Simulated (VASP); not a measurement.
Input of a VASP 6.6.1 run:

INCAR

```
SYSTEM = Ca3SiSe
PREC = Accurate ; ENCUT = 520
EDIFF = 1E-7 ; ISMEAR = 0
SIGMA = 0.01 ; LREAL = .FALSE.
LASPH = .TRUE. ; NELM = 100
ALGO = Fast ; ISIF = 2
LWAVE = .FALSE. ; LCHARG = .FALSE.
GGA = PE ; NBANDS = 28
```

KPOINTS

```
regular mesh
0
G
  8 6 6
  0 0 0
```

Contents of POSCAR:

```
Ca3SiSe
1.0
    5.4945103141      0.0000000000      0.0000000000
    0.0000000000      3.8542907690      4.2482632597
    0.0000000000     -3.8542907690      4.2482632597
Ca Si Se
3 1 1
Direct
    0.5000000000      0.9870531294      0.4232032083
    0.5000000000      0.4232032083      0.9870531294
    0.0000000000      0.4570593378      0.4570593378
    0.5000000000      0.4954277066      0.4954277066
    0.0000000000      0.1171566380      0.1171566380
```

Potentials or basis: VASP PAW PBE potentials, release 64 (Ca_sv, Si, Se).

The run is started by

```console
$ cat potpaw_PBE.64/Ca_sv/POTCAR potpaw_PBE.64/Si/POTCAR potpaw_PBE.64/Se/POTCAR > POTCAR
$ mpirun -np 1 vasp_std > vasp.out
```

Task: Estimate the band gap on the k mesh.

Result: 0.08 eV, direct.

Task: What does it give for the pressure?

Result: 0.1 GPa.

Task: Estimate the largest force.

Result: 0.015 eV/Å.

Forces on the atoms (eV/Å):
```
Ca   0.000  0.000  0.003
Ca   0.000  0.000  0.003
Ca   0.000  0.000  0.009
Si   0.000  0.000  0.000
Se   0.000  0.000 -0.015
```

A k mesh can miss the band edges.
